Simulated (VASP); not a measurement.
VASP ran on this input.

### INCAR
```
! general
SYSTEM =PtTe2
PREC   =Accurate
ENCUT  =520   ! plane-wave cut-off (eV)
LREAL  =F
LASPH  =T   ! aspherical one-centre terms

! electronic loop
EDIFF  =1E-7   ! SCF stop (eV)
NELM   =100
ALGO   =Normal
LMAXMIX=6   ! l cut-off of mixed one-centre charges

! smearing
ISMEAR =-5

! functional
GGA    =91   ! PW91

! ions
ISIF   =2   ! forces and stress, cell fixed

! output
LWAVE  =F
LCHARG =T
LORBIT =11   ! lm-projected
NEDOS  =601   ! DOS grid

! other
LEFG   =T
```

File KPOINTS:
```
Automatic mesh
0
Gamma
10 10 7
0 0 0
```

### POSCAR
```
PtTe2
1
    2.0471335404    -3.5457389066    -0.0000000000
    2.0471335404     3.5457389066     0.0000000000
    0.0000000000    -0.0000000000     5.4037803610
Te Pt
2 1
Direct
  0.3333330000   0.6666670000   0.2528616907
  0.6666670000   0.3333330000   0.7471383093
  0.0000000000   1.0000000000   0.0000000000
```

POTCAR, in this order: Te Pt (PBE.64 set). Program: vasp_std.

Write an equivalent input for Quantum ESPRESSO's pw.x.

One equivalent input (not run):
```
&CONTROL
  calculation = 'scf'
  pseudo_dir = './pseudo'
  outdir = './out'
  tprnfor = .true.
  tstress = .true.
/
&SYSTEM
  ibrav = 0
  nat = 3
  ntyp = 2
  ecutwfc = 84
  occupations = 'tetrahedra'
  input_dft = 'pw91'
/
&ELECTRONS
  conv_thr = 7.3e-09
  electron_maxstep = 100
/
ATOMIC_SPECIES
  Te 127.600 Te.upf
  Pt 195.084 Pt.upf
CELL_PARAMETERS angstrom
     2.0471335   -3.5457389   -0.0000000
     2.0471335    3.5457389    0.0000000
     0.0000000   -0.0000000    5.4037804
ATOMIC_POSITIONS crystal
  Te   0.3333330  0.6666670  0.2528617
  Te   0.6666670  0.3333330  0.7471383
  Pt   0.0000000  1.0000000  0.0000000
K_POINTS automatic
  10 10 7 0 0 0
```
Limits of the translation: the potentials are each code's own (VASP's PAW set, PseudoDojo norm-conserving files in pw.x), so ENCUT and ecutwfc are chosen apart and not converted; conv_thr bounds pw.x's estimated SCF error, while EDIFF bounds the energy change between steps; the field gradients of LEFG aren't asked of the other code.

The compound is PtTe2 in the 1T layered structure. It was relaxed first, which changed the volume by +7 %.
